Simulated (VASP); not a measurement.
Output of a VASP run:

File OSZICAR:
```
       N       E                     dE             d eps       ncg     rms          rms(c)
DAV:   1     0.985000742158E+02    0.98500E+02   -0.83533E+03  2217   0.963E+02
DAV:   2    -0.113954406730E+02   -0.10990E+03   -0.10525E+03  2338   0.277E+02
DAV:   3    -0.151623645102E+02   -0.37669E+01   -0.37404E+01  2436   0.568E+01
DAV:   4    -0.152031933906E+02   -0.40829E-01   -0.40812E-01  2576   0.589E+00
DAV:   5    -0.152038968762E+02   -0.70349E-03   -0.70346E-03  2570   0.773E-01    0.133E+01
DAV:   6    -0.142033806056E+02    0.10005E+01   -0.86695E+00  2192   0.389E+01    0.108E+01
DAV:   7    -0.140519419931E+02    0.15144E+00   -0.13586E+00  2131   0.185E+01    0.624E+00
DAV:   8    -0.140559430960E+02   -0.40011E-02   -0.46236E-02  2387   0.197E+00    0.363E+00
DAV:   9    -0.140483904665E+02    0.75526E-02   -0.15774E-02  2479   0.143E+00    0.582E-01
DAV:  10    -0.140515360859E+02   -0.31456E-02   -0.42961E-03  2290   0.695E-01    0.216E-01
DAV:  11    -0.140515030111E+02    0.33075E-04   -0.76850E-04  2574   0.249E-01    0.910E-02
DAV:  12    -0.140515518251E+02   -0.48814E-04   -0.17148E-04  2268   0.119E-01    0.624E-02
DAV:  13    -0.140515533545E+02   -0.15294E-05   -0.12895E-05  2394   0.397E-02    0.439E-02
DAV:  14    -0.140515618694E+02   -0.85149E-05   -0.42050E-06  2289   0.235E-02    0.127E-02
DAV:  15    -0.140515626163E+02   -0.74694E-06   -0.12256E-06  1455   0.102E-02
   1 F= -.14051563E+02 E0= -.14037849E+02  d E =-.140516E+02  mag=     4.1557
       N       E                     dE             d eps       ncg     rms          rms(c)
DAV:   1    -0.149762147209E+02   -0.92465E+00   -0.13464E+01  2100   0.551E+01    0.928E+00
DAV:   2    -0.143279427487E+02    0.64827E+00   -0.49300E+00  2100   0.383E+01    0.894E+00
DAV:   3    -0.141137570856E+02    0.21419E+00   -0.41248E-01  2180   0.991E+00    0.218E+00
DAV:   4    -0.140816054993E+02    0.32152E-01   -0.11838E-01  2407   0.294E+00    0.106E+00
DAV:   5    -0.140768464017E+02    0.47591E-02   -0.35253E-02  2247   0.128E+00    0.727E-01
DAV:   6    -0.140763260871E+02    0.52031E-03   -0.30381E-03  2503   0.651E-01    0.442E-01
DAV:   7    -0.140763999607E+02   -0.73874E-04   -0.22067E-03  2672   0.359E-01    0.223E-01
DAV:   8    -0.140762871653E+02    0.11280E-03   -0.12298E-03  2436   0.396E-01    0.459E-02
DAV:   9    -0.140762977376E+02   -0.10572E-04   -0.12220E-04  2226   0.129E-01    0.177E-02
DAV:  10    -0.140763002109E+02   -0.24733E-05   -0.42214E-06  2583   0.163E-02    0.121E-02
DAV:  11    -0.140763007124E+02   -0.50151E-06   -0.13688E-06  1296   0.159E-02
   2 F= -.14076301E+02 E0= -.14063803E+02  d E =-.247381E-01  mag=     4.4186
       N       E                     dE             d eps       ncg     rms          rms(c)
DAV:   1    -0.140921746968E+02   -0.15874E-01   -0.24203E-01  2100   0.721E+00    0.123E+00
DAV:   2    -0.140784506568E+02    0.13724E-01   -0.62888E-02  2100   0.418E+00    0.107E+00
DAV:   3    -0.140769223770E+02    0.15283E-02   -0.36465E-03  2136   0.951E-01    0.263E-01
DAV:   4    -0.140766512375E+02    0.27114E-03   -0.14285E-03  2268   0.227E-01    0.155E-01
DAV:   5    -0.140766205352E+02    0.30702E-04   -0.23923E-04  2233   0.188E-01    0.958E-02
DAV:   6    -0.140766140973E+02    0.64379E-05   -0.32645E-05  2530   0.504E-02    0.425E-02
DAV:   7    -0.140766179141E+02   -0.38168E-05   -0.10862E-05  2352   0.323E-02    0.176E-02
DAV:   8    -0.140766185391E+02   -0.62492E-06   -0.27760E-06  2212   0.103E-02
   3 F= -.14076619E+02 E0= -.14064479E+02  d E =-.250559E-01  mag=     4.4500
```

### OUTCAR
```
------------------------ aborting loop because EDIFF is reached ----------------------------------------
  FORCE on cell =-STRESS in cart. coord.  units (eV):
  Direction    XX          YY          ZZ          XY          YZ          ZX
  --------------------------------------------------------------------------------------
  Total       -0.0014060     -0.0014060     -0.0014060      0.0000000     -0.0000000     -0.0000000
  in kB       -0.0692761     -0.0692761     -0.0692761      0.0000000     -0.0000000     -0.0000000
  external PRESSURE =      -0.0692761 kB  Pullay stress =       0.0000000 kB
  volume of cell :       32.52
      direct lattice vectors                 reciprocal lattice vectors
    -0.000000000  2.533316648  2.533316648    -0.197369721  0.197369721  0.197369721
     2.533316648  0.000000000  2.533316648     0.197369721 -0.197369721  0.197369721
     2.533316648  2.533316648 -0.000000000     0.197369721  0.197369721 -0.197369721
 POSITION                                       TOTAL-FORCE (eV/Angst)
 -----------------------------------------------------------------------------------
      0.00000      0.00000      0.00000        -0.000000     -0.000000     -0.000000
      2.53332      2.53332      2.53332         0.000000      0.000000      0.000000
 -----------------------------------------------------------------------------------
    total drift:                                0.000000      0.000000      0.000000
  FREE ENERGIE OF THE ION-ELECTRON SYSTEM (eV)
  ---------------------------------------------------
  free  energy   TOTEN  =       -14.0766185391 eV

  energy  without entropy=      -14.0523399686  energy(sigma->0) =      -14.06447925

 total charge

# of ion       s       p       d       tot
------------------------------------------
    1        1.328   2.421   0.000   3.750
    2        0.230   6.190   4.971  11.390
--------------------------------------------------
tot          1.558   8.611   4.971  15.140

 magnetization (x)

# of ion       s       p       d       tot
------------------------------------------
    1        0.027   0.057   0.000   0.083
    2        0.053   0.042   3.969   4.064
--------------------------------------------------
tot          0.080   0.099   3.969   4.148

 reached required accuracy - stopping structural energy minimisation
```
(Selected blocks of OUTCAR.)

POSCAR:
```
MnS
1
    0.0000000000     2.4802500000     2.4802500000
    2.4802500000     0.0000000000     2.4802500000
    2.4802500000     2.4802500000     0.0000000000
S Mn
1 1
Direct
  0.0000000000   0.0000000000   0.0000000000
  0.5000000000   0.5000000000   0.5000000000
```

Question: Write an INCAR and KPOINTS that could have produced this output.

Answer: This is not unique; one that fits is the input of the run itself, PBE GGA, plane waves, VASP's PBE PAW potentials (set 64).

INCAR:
```
# general
SYSTEM  = MnS
PREC    = Accurate
ENCUT   = 300
LREAL   = .FALSE.
LASPH   = .TRUE.

# electronic loop
EDIFF   = 1E-6
NELM    = 100
ALGO    = Normal
LMAXMIX = 4

# smearing
ISMEAR  = 0
SIGMA   = 0.2

# functional
GGA     = PE

# spin
ISPIN   = 2
MAGMOM  = 0.0 4.0

# ions
IBRION  = 2
NSW     = 50
ISIF    = 3
EDIFFG  = -0.01

# output
LWAVE   = .FALSE.
LCHARG  = .FALSE.
LORBIT  = 11
```

File KPOINTS:
```
Automatic mesh
0
Gamma
9 9 9
0 0 0
```

POTCAR, in this order: S Mn_pv (PBE.64 set). Program: vasp_std.

At this cut-off the stress carries a Pulay error, which pulls relaxed volumes low. Energy and stress use the plane-wave basis of the starting cell. The moments were started parallel, and other spin orders were not tried in this run.

The structure was generated: MnS was put into an ordered model structure, which need not be its known phase. This run relaxes it. Symmetry was kept, so distortions that lower it aren't found. The run is one of a series of settings (EDIFFG = -0.01, IBRION = 2, ISIF = 3, NSW = 50 against the base run), some of them coarse on purpose.
